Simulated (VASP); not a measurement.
A run of VASP 6.6.1 is set up as follows.

The input INCAR:

```
ALGO = Normal
DIPOL = 0.5 0.5 0.500
EDIFF = 1E-6
EDIFFG = -0.02
ENCUT = 520
GGA = PS
IBRION = 2
IDIPOL = 3
ISIF = 2
ISMEAR = 1
KPAR = 4
LASPH = T
LCHARG = F
LDIPOL = T
LREAL = F
LWAVE = F
NELM = 80
NSW = 80
PREC = Accurate
SIGMA = 0.1
```

File KPOINTS:

```
k-points
0
Gamma
  12 12 1
```

The input POSCAR:

```
Mo
1.0
    3.1306580000      0.0000000000      0.0000000000
    0.0000000000      3.1306580000      0.0000000000
    0.0000000000      0.0000000000     27.5226320000
Mo
9
Direct
    0.5000000000      0.5000000000      0.2725030100
    0.0000000000      0.0000000000      0.3293772600
    0.5000000000      0.5000000000      0.3862515000
    0.0000000000      0.0000000000      0.4431257500
    0.5000000000      0.5000000000      0.5000000000
    0.0000000000      0.0000000000      0.5568742500
    0.5000000000      0.5000000000      0.6137485000
    0.0000000000      0.0000000000      0.6706227400
    0.5000000000      0.5000000000      0.7274969900
```

Potentials or basis: VASP PAW PBE potentials, release 64 (Mo_sv).

The run is started by

```sh
$ cat potpaw_PBE.64/Mo_sv/POTCAR > POTCAR
$ mpirun -np 4 vasp_std > vasp.out
```

**Question.** Estimate the band gap on the k mesh.

**Answer.** None (metal or under the smearing width).

**Question.** What does it give for the energy gained by relaxing?

**Answer.** 32.9 meV/atom.

Final structure:
```
Mo
1.0
     3.13066    0.00000    0.00000
     0.00000    3.13066    0.00000
     0.00000    0.00000   27.52263
Mo
9
Direct
  0.50000 0.50000 0.27823
  0.00000 0.00000 0.32809
  0.50000 0.50000 0.38657
  0.00000 0.00000 0.44329
  0.50000 0.50000 0.50000
  0.00000 0.00000 0.55671
  0.50000 0.50000 0.61343
  0.00000 0.00000 0.67191
  0.50000 0.50000 0.72177
```
